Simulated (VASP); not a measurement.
Write the native input for VASP 6.6.1 that does the following.

```yaml
Task: evGW0 quasiparticle levels
Functional: PBE
Potentials_or_basis: VASP PAW PBE potentials, release 64 (Ge_d_GW, N_GW, C_GW)
Cutoff: 500 eV
k_mesh: 4 × 4 × 4
Occupations: gaussian, width 0.01 eV
Spin: no spin polarisation
Ladder: free
GW_scheme: evGW0
GW_iterations: 4
Cutoff_of_the_response_function: 150
Frequency_points: 50
Empty_bands: 228
Further_INCAR_settings: ALGO = EVGW0; EDIFF = 1e-08; NBANDS = 242
```

Crystal: GeCN2.

```
Ge N C
1.0
     1.79379    1.03565    4.92196
    -1.79379    1.03565    4.92196
     0.00000   -2.07129    4.92196
Ge N C
1 2 1
Direct
  0.00000 0.00000 0.00000
  0.58390 0.58390 0.58390
  0.41610 0.41610 0.41610
  0.50000 0.50000 0.50000
```

The cell comes from a database or a generator and needn't be the stable form of this composition.

These files were run (other wordings do the same):

POSCAR

```
GeCN2
1.0
    1.7937903697      1.0356453528      4.9219572124
   -1.7937903697      1.0356453528      4.9219572124
    0.0000000000     -2.0712907056      4.9219572124
Ge N C
1 2 1
Direct
    0.0000000000      0.0000000000      0.0000000000
    0.5839044000      0.5839044000      0.5839044000
    0.4160956000      0.4160956000      0.4160956000
    0.5000000000      0.5000000000      0.5000000000
```

INCAR.step1

```
SYSTEM = GeCN2
ALGO = Fast
EDIFF = 1E-8
ENCUT = 500
GGA = PE
ISMEAR = 0
KPAR = 4
LASPH = .TRUE.
LCHARG = .FALSE.
LREAL = .FALSE.
LWAVE = .TRUE.
NELM = 100
PREC = Accurate
SIGMA = 0.01
```

INCAR.step2

```
SYSTEM = GeCN2
ALGO = Exact
EDIFF = 1E-8
ENCUT = 500
GGA = PE
ISMEAR = 0
ISTART = 1
KPAR = 4
LASPH = .TRUE.
LCHARG = .FALSE.
LOPTICS = .TRUE.
LREAL = .FALSE.
LWAVE = .TRUE.
NBANDS = 242
NELM = 1
PREC = Accurate
SIGMA = 0.01
```

INCAR.step3

```
SYSTEM = GeCN2
ALGO = EVGW0
EDIFF = 1E-8
ENCUT = 500
ENCUTGW = 150
GGA = PE
ISMEAR = 0
ISTART = 1
KPAR = 4
LASPH = .TRUE.
LCHARG = .FALSE.
LREAL = .FALSE.
LWAVE = .FALSE.
NBANDS = 242
NBANDSGW = 22
NELMGW = 4
NOMEGA = 50
PREC = Accurate
PRECFOCK = Fast
SIGMA = 0.01
```

KPOINTS

```
k-points
0
G
  4 4 4
  0 0 0
```

Potentials or basis: VASP PAW PBE potentials, release 64 (Ge_d_GW, N_GW, C_GW).

Command:

```console
$ cat potpaw_PBE.64/Ge_d_GW/POTCAR potpaw_PBE.64/N_GW/POTCAR potpaw_PBE.64/C_GW/POTCAR > POTCAR
$ cp INCAR.step1 INCAR
$ mpirun -np 4 vasp_std > vasp.out
$ cp INCAR.step2 INCAR
$ mpirun -np 4 vasp_std > vasp.out
$ cp INCAR.step3 INCAR
$ mpirun -np 4 vasp_std > vasp.out
```

Results of the run:

```json
{"Band gap on the k mesh, mean-field level": "1.05 eV, indirect (least direct gap 2.04 eV)", "Quasiparticle gap": "1.43 eV", "Least direct quasiparticle gap": "2.58 eV"}
```

Caveat: the k mesh is coarse (spacing up to 0.52 Å⁻¹), so the values aren't converged; bands, screening cutoff and mesh are small and nothing is extrapolated, so the quasiparticle values aren't converged; the standard files for N, O and F lose accuracy on very short bonds.

Wall time 15 min on 4 MPI ranks on Intel(R) Xeon(R) Platinum 8559C (Emerald Rapids), on a shared host, peak memory 0.82 GiB a rank.
